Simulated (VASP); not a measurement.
Calculation: PBEsol GGA, VASP's PBE PAW potentials (set 64) (plane waves; VASP 6.6.1).

VASP input:

KPOINTS:
```
Automatic mesh
0
Gamma
18 18 18
0 0 0
```

POSCAR:
```
Pt
1
    0.0000000000     1.9576129238     1.9576129238
    1.9576129238     0.0000000000     1.9576129238
    1.9576129238     1.9576129238     0.0000000000
Pt
1
Direct
  0.0000000000   0.0000000000   0.0000000000
```

INCAR:
```
LORBIT  =  11   # lm-projected
GGA  =  PS
LREAL  =  .FALSE.   # projection in real space or not
LWAVE  =  .FALSE.
LCHARG  =  .TRUE.
LASPH  =  .TRUE.   # aspherical one-centre terms
SYSTEM  =  Pt
LMAXMIX  =  6   # l cut-off of mixed one-centre charges
NEDOS  =  601   # DOS grid
ENCUT  =  400
ISMEAR  =  -5
EDIFF  =  1E-7
ALGO  =  Normal   # blocked Davidson
NELM  =  100   # most electronic steps
ISIF  =  2
PREC  =  Accurate
```

POTCAR, in this order: Pt (PBE.64 set). Program: vasp_std.

### Question
What will the output report for the number of irreducible k-points (NKPTS), number of bands (NBANDS), largest plane-wave count, number of space-group operations, FFT grid (NGX, NGY, NGZ)?

### Answer

```
Quantity                                       Value
--------------------------------------  ------------
number of irreducible k-points (NKPTS)           195
number of bands (NBANDS)                           9
largest plane-wave count                         290
number of space-group operations                  48
FFT grid (NGX, NGY, NGZ)                18 × 18 × 18
```

The compound is Pt in the fcc structure. It was relaxed first.
